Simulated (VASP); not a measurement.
# Zone-centre spectra of C (Diamond), part 2 of 3

What would a Raman spectrum of C (Diamond) look like? The cell has space group Fd-3m. The start is a cell from a database of measured crystal structures.

VASP 6.6.1, plane waves and PAW; the level of theory is named at each step.

So far. Step 3 (Relaxation): The forces stay under 1e-4 eV/Å, and the volume now lies -2.4 % from that of the session's start. The relaxed cell has a = 3.538 Å (conventional setting).

### Step 4. Modes at the zone centre

Level of this step: LDA; plane waves and PAW (C) (VASP).

IBRION = 8 with LEPSILON gives the zone-centre modes, the Born charges and the dielectric tensor by perturbation theory.

INCAR

```
SYSTEM = C
PREC = Accurate
ENCUT = 520
EDIFF = 1E-08
NELM = 100
ISMEAR = 0
SIGMA = 0.01
LREAL = .FALSE.
ALGO = Normal
GGA = CA
NBANDS = 10
LWAVE = .FALSE.
LCHARG = .FALSE.
KPAR = 2
LEPSILON = .TRUE.
IBRION = 8
NSW = 1
```

POSCAR

```
C
1.0
    0.0000000000      1.7691428680      1.7691428680
    1.7691428680      0.0000000000      1.7691428680
    1.7691428680      1.7691428680      0.0000000000
C
2
Direct
    0.7500000000      0.7500000000      0.7500000000
    0.5000000000      0.5000000000      0.5000000000
```

KPOINTS

```
Automatic mesh
0
Gamma
12 12 12
0 0 0
```

Potentials, in the order of the species: C (PBE family, release 64).

Command:

```sh
$ mpirun -np 2 vasp_std
```

The log of the run:

```text
[... set-up lines as in an earlier step ...]
 entering main loop
       N       E                     dE             d eps       ncg     rms          rms(c)
DAV:   1    -0.810334625832E+00   -0.81033E+00   -0.49437E+03  1512   0.776E+02
DAV:   2    -0.207305061367E+02   -0.19920E+02   -0.19230E+02  1898   0.131E+02
DAV:   3    -0.210928316777E+02   -0.36233E+00   -0.36120E+00  1694   0.142E+01
DAV:   4    -0.210935110386E+02   -0.67936E-03   -0.67933E-03  1620   0.707E-01
DAV:   5    -0.210935117605E+02   -0.72185E-06   -0.72189E-06  1630   0.228E-02    0.569E+00
DAV:   6    -0.204853090910E+02    0.60820E+00   -0.35051E-01  1494   0.439E+00    0.330E+00
DAV:   7    -0.202740524913E+02    0.21126E+00   -0.40858E-01  1564   0.475E+00    0.738E-01
DAV:   8    -0.202738765032E+02    0.17599E-03   -0.79796E-03  1542   0.799E-01    0.257E-02
DAV:   9    -0.202738652050E+02    0.11298E-04   -0.29609E-05  1598   0.449E-02    0.186E-02
DAV:  10    -0.202738665749E+02   -0.13698E-05   -0.16040E-06  1592   0.113E-02    0.390E-03
DAV:  11    -0.202738665213E+02    0.53623E-07   -0.48295E-08  1636   0.181E-03    0.553E-04
DAV:  12    -0.202738665131E+02    0.81636E-08   -0.78063E-10   852   0.277E-04
   1 F= -.20273867E+02 E0= -.20273867E+02  d E =-.264151-112
 Linear response reoptimize wavefunctions to high precision
DAV:   1    -0.202738665116E+02    0.15060E-08   -0.40494E-11   930   0.681E-05
DAV:   2    -0.202738665116E+02   -0.90949E-11   -0.19352E-12   764   0.117E-05
 Linear response G [H, r] |phi>, progress :
  Direction:   1
       N       E                     dE             d eps       ncg     rms
RMM:   1    -0.326126140403E+02   -0.32613E+02   -0.58756E+00  3334   0.433E+01
RMM:   2    -0.325125422570E+02    0.10007E+00   -0.96512E-01  2279   0.846E+00
RMM:   3    -0.325225580410E+02   -0.10016E-01   -0.26782E-03  2407   0.467E-01
RMM:   4    -0.325226432134E+02   -0.85172E-04   -0.24402E-05  2531   0.358E-02
RMM:   5    -0.325226435880E+02   -0.37455E-06   -0.13367E-06  2495   0.353E-03
RMM:   6    -0.325226435642E+02    0.23805E-07   -0.77693E-07  2280   0.691E-04
RMM:   7    -0.325226434587E+02    0.10544E-06    0.28952E-07  1839   0.432E-04
RMM:   8    -0.325226434582E+02    0.56971E-09    0.22957E-07  1795   0.413E-04
RMM:   9    -0.325226434581E+02    0.34746E-10    0.25612E-07  1663   0.412E-04
RMM:  10    -0.325226434614E+02   -0.32445E-08    0.15532E-07  1347   0.412E-04
 Linear response G [H, r] |phi>, progress :
  Direction:   2
       N       E                     dE             d eps       ncg     rms
RMM:   1    -0.358409169744E+02   -0.35841E+02   -0.56085E+01  3354   0.415E+01
RMM:   2    -0.330506019206E+02    0.27903E+01   -0.65704E-01  2284   0.721E+00
RMM:   3    -0.330551338614E+02   -0.45319E-02   -0.22529E-03  2385   0.392E-01
RMM:   4    -0.330551615644E+02   -0.27703E-04   -0.21512E-05  2547   0.318E-02
RMM:   5    -0.330551613935E+02    0.17086E-06   -0.82367E-07  2501   0.313E-03
RMM:   6    -0.330551613701E+02    0.23370E-07   -0.43486E-07  2291   0.804E-04
RMM:   7    -0.330551614667E+02   -0.96576E-07   -0.14007E-06  1878   0.593E-04
RMM:   8    -0.330551614662E+02    0.50736E-09   -0.13360E-06  1839   0.583E-04
RMM:   9    -0.330551614588E+02    0.74144E-08   -0.12894E-06  1728   0.583E-04
RMM:  10    -0.330551614503E+02    0.84571E-08   -0.11999E-06  1428   0.581E-04
 Linear response G [H, r] |phi>, progress :
  Direction:   3
       N       E                     dE             d eps       ncg     rms
RMM:   1    -0.207463342599E+02   -0.20746E+02    0.61610E+01  3194   0.402E+01
RMM:   2    -0.225388938722E+02   -0.17926E+01   -0.87297E-01  2262   0.767E+00
RMM:   3    -0.225444541796E+02   -0.55603E-02   -0.46659E-03  2420   0.439E-01
RMM:   4    -0.225444421171E+02    0.12063E-04   -0.57287E-05  2470   0.354E-02
RMM:   5    -0.225444408741E+02    0.12430E-05   -0.25710E-06  2421   0.378E-03
RMM:   6    -0.225444407798E+02    0.94243E-07   -0.11218E-06  2165   0.921E-04
RMM:   7    -0.225444407859E+02   -0.60174E-08   -0.10540E-06  1707   0.649E-04
RMM:   8    -0.225444407937E+02   -0.78190E-08   -0.80438E-07  1591   0.625E-04
RMM:   9    -0.225444407966E+02   -0.29260E-08   -0.11057E-06  1445   0.624E-04
RMM:  10    -0.225444407970E+02   -0.39293E-09   -0.10765E-06  1151   0.621E-04
 Linear response to external field (no local field effect), progress :
  Direction:   1
       N       E                     dE             d eps       ncg     rms          rms(c)
RMM:   1    -0.178345527987E+00   -0.17835E+00   -0.65807E-01  3160   0.226E+00
RMM:   2    -0.182342272478E+00   -0.39967E-02   -0.98240E-04  2301   0.257E-01
RMM:   3    -0.182346138698E+00   -0.38662E-05   -0.29051E-06  2320   0.104E-02
RMM:   4    -0.182346156553E+00   -0.17855E-07   -0.11158E-08  2258   0.680E-04
RMM:   5    -0.182346156628E+00   -0.75688E-10    0.38019E-10  1685   0.540E-05
 change of polarisation eV/A/(eV/A) component  1 :     0.365     0.162     0.047
 dielectric tensor                  component  1 :     6.959     2.654     0.770
 Linear response to external field (no local field effect), progress :
  Direction:   2
       N       E                     dE             d eps       ncg     rms          rms(c)
RMM:   1    -0.175364436949E+00   -0.17536E+00   -0.63129E-01  3165   0.228E+00
RMM:   2    -0.179287982891E+00   -0.39235E-02   -0.95480E-04  2306   0.258E-01
RMM:   3    -0.179291721050E+00   -0.37382E-05   -0.30095E-06  2332   0.104E-02
RMM:   4    -0.179291740872E+00   -0.19822E-07   -0.13968E-08  2285   0.719E-04
RMM:   5    -0.179291740917E+00   -0.45129E-10   -0.16809E-09  1679   0.573E-05
 change of polarisation eV/A/(eV/A) component  2 :     0.162     0.359    -0.061
 dielectric tensor                  component  2 :     2.654     6.859    -0.999
 Linear response to external field (no local field effect), progress :
  Direction:   3
       N       E                     dE             d eps       ncg     rms          rms(c)
RMM:   1    -0.899135370012E-01   -0.89914E-01   -0.32318E-01  3110   0.168E+00
RMM:   2    -0.920936436155E-01   -0.21801E-02   -0.47963E-04  2274   0.181E-01
RMM:   3    -0.920954403704E-01   -0.17968E-05   -0.13555E-06  2322   0.768E-03
RMM:   4    -0.920954478695E-01   -0.74991E-08   -0.55536E-09  2227   0.527E-04
 change of polarisation eV/A/(eV/A) component  3 :     0.047    -0.061     0.184
 dielectric tensor                  component  3 :     0.770    -0.999     4.010
 Linear response to external field, progress :
  Direction:   1
       N       E                     dE             d eps       ncg     rms          rms(c)
RMM:   1    -0.147892412570E+00   -0.14789E+00   -0.53769E-01  7135   0.207E+00
RMM:   2    -0.151241310527E+00   -0.33489E-02   -0.80439E-04  5165   0.232E-01    0.693E-01
RMM:   3    -0.148987063595E+00    0.22542E-02   -0.74363E-04  5140   0.210E-01    0.404E-01
RMM:   4    -0.153875713596E+00   -0.48887E-02   -0.10922E-03  5159   0.257E-01    0.325E-02
RMM:   5    -0.154274596859E+00   -0.39888E-03   -0.11636E-05  5299   0.267E-02    0.280E-03
RMM:   6    -0.154288279605E+00   -0.13683E-04   -0.34943E-08  5467   0.165E-03    0.152E-03
RMM:   7    -0.154291712212E+00   -0.34326E-05   -0.52891E-09  5461   0.721E-04    0.103E-04
RMM:   8    -0.154292295067E+00   -0.58286E-06    0.48174E-11  4392   0.725E-05    0.258E-05
RMM:   9    -0.154292169538E+00    0.12553E-06    0.15815E-10  2366   0.303E-05    0.211E-06
 change of polarisation eV/A/(eV/A) component  1 :     0.292     0.094     0.032
 dielectric tensor                  component  1 :     5.767     1.542     0.523
 Linear response to external field, progress :
  Direction:   2
       N       E                     dE             d eps       ncg     rms          rms(c)
RMM:   1    -0.147864351812E+00   -0.14786E+00   -0.53741E-01  7147   0.208E+00
RMM:   2    -0.151241260108E+00   -0.33769E-02   -0.80816E-04  5165   0.232E-01    0.693E-01
RMM:   3    -0.148988201076E+00    0.22531E-02   -0.74454E-04  5141   0.210E-01    0.404E-01
RMM:   4    -0.153875774667E+00   -0.48876E-02   -0.10926E-03  5159   0.257E-01    0.325E-02
RMM:   5    -0.154274502729E+00   -0.39873E-03   -0.11626E-05  5297   0.267E-02    0.280E-03
RMM:   6    -0.154288291150E+00   -0.13788E-04   -0.36231E-08  5465   0.165E-03    0.152E-03
RMM:   7    -0.154291713060E+00   -0.34219E-05   -0.68779E-09  5457   0.721E-04    0.103E-04
RMM:   8    -0.154292301867E+00   -0.58881E-06   -0.12411E-09  4388   0.738E-05    0.259E-05
RMM:   9    -0.154292174988E+00    0.12688E-06   -0.11616E-09  2390   0.317E-05    0.211E-06
 change of polarisation eV/A/(eV/A) component  2 :     0.078     0.292    -0.002
 dielectric tensor                  component  2 :     1.267     5.767    -0.028
 Linear response to external field, progress :
  Direction:   3
       N       E                     dE             d eps       ncg     rms          rms(c)
RMM:   1    -0.147866742262E+00   -0.14787E+00   -0.53743E-01  7147   0.208E+00
RMM:   2    -0.151241341732E+00   -0.33746E-02   -0.80429E-04  5165   0.232E-01    0.693E-01
RMM:   3    -0.148988328022E+00    0.22530E-02   -0.74109E-04  5141   0.210E-01    0.404E-01
RMM:   4    -0.153876068030E+00   -0.48877E-02   -0.10890E-03  5157   0.257E-01    0.325E-02
RMM:   5    -0.154274447113E+00   -0.39838E-03   -0.11625E-05  5291   0.267E-02    0.280E-03
RMM:   6    -0.154288296467E+00   -0.13849E-04   -0.35371E-08  5468   0.164E-03    0.153E-03
RMM:   7    -0.154291708413E+00   -0.34119E-05   -0.68312E-09  5443   0.720E-04    0.103E-04
RMM:   8    -0.154292307160E+00   -0.59875E-06   -0.12416E-09  4371   0.726E-05    0.258E-05
RMM:   9    -0.154292174977E+00    0.13218E-06   -0.11662E-09  2377   0.319E-05    0.211E-06
 change of polarisation eV/A/(eV/A) component  3 :     0.013     0.060     0.292
 dielectric tensor                  component  3 :     0.204     0.981     5.767
 Linear response DOF=           1
 Linear response progress:
  Degree of freedom:   1/  1
       N       E                     dE             d eps       ncg     rms          rms(c)
RMM:   1    -0.123368209682E+00   -0.12337E+00   -0.24645E-02 13389   0.204E+00
RMM:   2    -0.113617233307E+00    0.97510E-02   -0.38885E-04  8526   0.389E-01    0.186E-01
RMM:   3    -0.113957692173E+00   -0.34046E-03   -0.38805E-05  8434   0.108E-01    0.102E-01
RMM:   4    -0.114726751855E+00   -0.76906E-03   -0.95097E-05  8365   0.112E-01    0.132E-02
RMM:   5    -0.114689526601E+00    0.37225E-04    0.16524E-05  9077   0.128E-02    0.100E-03
RMM:   6    -0.114690763191E+00   -0.12366E-05    0.20076E-06  9110   0.744E-04    0.449E-04
RMM:   7    -0.114688268303E+00    0.24949E-05    0.10464E-06  9303   0.369E-04    0.634E-05
RMM:   8    -0.114688320012E+00   -0.51710E-07    0.23353E-07  9363   0.734E-05    0.913E-06
RMM:   9    -0.114688210290E+00    0.10972E-06    0.21461E-07  9696   0.477E-05    0.151E-06
RMM:  10    -0.114688205717E+00    0.45738E-08    0.22333E-07  7649   0.377E-05    0.165E-07
RMM:  11    -0.114688206184E+00   -0.46745E-09    0.24024E-07  5387   0.370E-05    0.340E-08
 first order change of Fermi-energy   0.50337E-04
 force on displaced ion       1 direction 1 : -38.491  -0.000  -0.000
 Born effective charge ion    1 direction 1 :  -0.000   0.000   0.000
 Born effective charges drift removed
 Linear response finished
```

Elapsed: 24 s, on 2 MPI ranks of Intel Xeon 6975P-C (Granite Rapids), shared host; peak memory 0.36 GiB; 47 s of CPU time.

OUTCAR, selected parts (step 4):

```text
  LATTYP: Found a face centered cubic cell.
 ALAT       =     3.5382857360

 Found     72 irreducible k-points:

   ENCUT  =  520.0 eV  38.22 Ry    6.18 a.u.   4.65  4.65  4.65*2*pi/ulx,y,z

   NELECT =       8.0000    total number of electrons

  Total        0.0000123      0.0000123      0.0000123      0.0000000     -0.0000000     -0.0000000
  in kB        0.0017824      0.0017824      0.0017824      0.0000000     -0.0000000     -0.0000000
  external PRESSURE =       0.0017824 kB  Pullay stress =       0.0000000 kB

  energy-cutoff  :      520.00
  volume of cell :       11.07
      direct lattice vectors                 reciprocal lattice vectors
     0.000000000  1.769142868  1.769142868    -0.282622737  0.282622737  0.282622737
     1.769142868  0.000000000  1.769142868     0.282622737 -0.282622737  0.282622737
     1.769142868  1.769142868  0.000000000     0.282622737  0.282622737 -0.282622737

 MACROSCOPIC STATIC DIELECTRIC TENSOR (including local field effects in DFT)
 ------------------------------------------------------
           5.766529     0.000000     0.000000
           0.000000     5.766529     0.000000
           0.000000     0.000000     5.766529
 ------------------------------------------------------

 PIEZOELECTRIC TENSOR (including local field effects)  for field in x, y, z        (C/m^2)
          XX          YY          ZZ          XY          YZ          ZX
  --------------------------------------------------------------------------------
  x     0.00000     0.00000     0.00000     0.00000    -0.00000     0.00000
  y     0.00000    -0.00000    -0.00000     0.00000     0.00000    -0.00000
  z     0.00000     0.00000     0.00000    -0.00000     0.00000     0.00000

 BORN EFFECTIVE CHARGES (including local field effects) (in |e|, cummulative output)
 ---------------------------------------------------------------------------------
 ion    1
    1     0.00000     0.00000     0.00000
    2     0.00000     0.00000     0.00000
    3     0.00000     0.00000     0.00000
 ion    2
    1    -0.00000    -0.00000    -0.00000
    2     0.00000    -0.00000     0.00000
    3     0.00000     0.00000    -0.00000

 Eigenvectors and eigenvalues of the dynamical matrix
 ----------------------------------------------------

   1 f  =   39.577917 THz   248.675386 2PiTHz 1320.177207 cm-1   163.681039 meV
             X         Y         Z           dx          dy          dz
      2.653714  2.653714  2.653714     0.000000   -0.707107    0.000000
      1.769143  1.769143  1.769143     0.000000    0.707107    0.000000

   2 f  =   39.577917 THz   248.675386 2PiTHz 1320.177207 cm-1   163.681039 meV
             X         Y         Z           dx          dy          dz
      2.653714  2.653714  2.653714    -0.707107    0.000000    0.000000
      1.769143  1.769143  1.769143     0.707107    0.000000    0.000000

   3 f  =   39.577917 THz   248.675386 2PiTHz 1320.177207 cm-1   163.681039 meV
             X         Y         Z           dx          dy          dz
      2.653714  2.653714  2.653714     0.000000    0.000000   -0.707107
      1.769143  1.769143  1.769143     0.000000    0.000000    0.707107

   4 f  =    0.000000 THz     0.000000 2PiTHz    0.000000 cm-1     0.000000 meV
             X         Y         Z           dx          dy          dz
      2.653714  2.653714  2.653714     0.707107    0.000000    0.000000
      1.769143  1.769143  1.769143     0.707107    0.000000    0.000000

   5 f  =    0.000000 THz     0.000000 2PiTHz    0.000000 cm-1     0.000000 meV
             X         Y         Z           dx          dy          dz
      2.653714  2.653714  2.653714     0.000000    0.707107    0.000000
      1.769143  1.769143  1.769143     0.000000    0.707107    0.000000

   6 f  =    0.000000 THz     0.000000 2PiTHz    0.000000 cm-1     0.000000 meV
             X         Y         Z           dx          dy          dz
      2.653714  2.653714  2.653714     0.000000    0.000000    0.707107
      1.769143  1.769143  1.769143     0.000000    0.000000    0.707107

 MACROSCOPIC STATIC DIELECTRIC TENSOR IONIC CONTRIBUTION
 ------------------------------------------------------
           0.000000     0.000000     0.000000
           0.000000     0.000000     0.000000
           0.000000     0.000000     0.000000
 ------------------------------------------------------

 ELASTIC MODULI CONTR FROM IONIC RELAXATION (kBar)
 Direction    XX          YY          ZZ          XY          YZ          ZX
 --------------------------------------------------------------------------------
 XX          -0.0000     -0.0000     -0.0000     -0.0000     -0.0000      0.0000
 YY          -0.0000     -0.0000     -0.0000     -0.0000     -0.0000     -0.0000
 ZZ          -0.0000     -0.0000     -0.0000     -0.0000     -0.0000      0.0000
 XY          -0.0000     -0.0000     -0.0000    -63.7277      0.0000      0.0000
 YZ          -0.0000     -0.0000     -0.0000      0.0000    -63.7277      0.0000
 ZX           0.0000     -0.0000      0.0000      0.0000      0.0000    -63.7277
 --------------------------------------------------------------------------------

 PIEZOELECTRIC TENSOR IONIC CONTR  for field in x, y, z        (C/m^2)
          XX          YY          ZZ          XY          YZ          ZX
  --------------------------------------------------------------------------------
  x    -0.00000    -0.00000    -0.00000    -0.00000    -0.00000    -0.00000
  y     0.00000    -0.00000     0.00000     0.00000     0.00000    -0.00000
  z    -0.00000    -0.00000    -0.00000    -0.00000     0.00000     0.00000

[... 6 parts as in an earlier step ...]

[... 2 further parts left out ...]
```

The gap is read on the k-mesh alone, so it is an upper bound where the band edges lie off the mesh. Energies printed during the response cycles are not total energies of the cell.

Numbers from this step:

```yaml
pressure_of_the_cell: 1.78e-4 GPa
largest_force_of_the_cell: 0 eV/Å
gap_on_the_k_mesh: 4.187 eV
least_direct_gap_on_the_k_mesh: 5.613 eV
```

Electronic dielectric tensor with local fields:

```
5.77 0.00 0.00
0.00 5.77 0.00
0.00 0.00 5.77
```

The ionic part of the static dielectric tensor vanishes.

The Born effective charge vanishes on all sites.

No line of the infrared spectrum has any intensity.

Transverse limit, no LO-TO splitting. Modes at Γ:

| mode | frequency (cm⁻¹) | symmetry | IR |
| --- | --- | --- | --- |
| 1 | 0.0 | acoustic | 0 |
| 2 | 0.0 | acoustic | 0 |
| 3 | 0.0 | acoustic | 0 |
| 4 | 1320.2 | T2g | 0 |
| 5 | 1320.2 | T2g | 0 |
| 6 | 1320.2 | T2g | 0 |

Displacements in mode 4 (1320.2 cm⁻¹), the largest set to 1:
```
C1   0.00  0.00 -1.00
C2   0.00  0.00  1.00
```

The mean electronic (clamped-ion) dielectric constant is 5.77. The three acoustic modes come out within 0 cm⁻¹ of zero.

(Continued in part 3 of 3.)

[Lines on the potential files, build, host, timing and source positions are cut from VASP's logs without a mark.]

[Logs are printed without paths, hosts, clocks, repeated set-up lines and the standing remarks that a program may print on its own settings, such as how far it seeks lower states.]

[Hosts, paths, dates, database ids (printed as entryN), source tags and the programs' standing remarks are cut or masked in the printed files.]
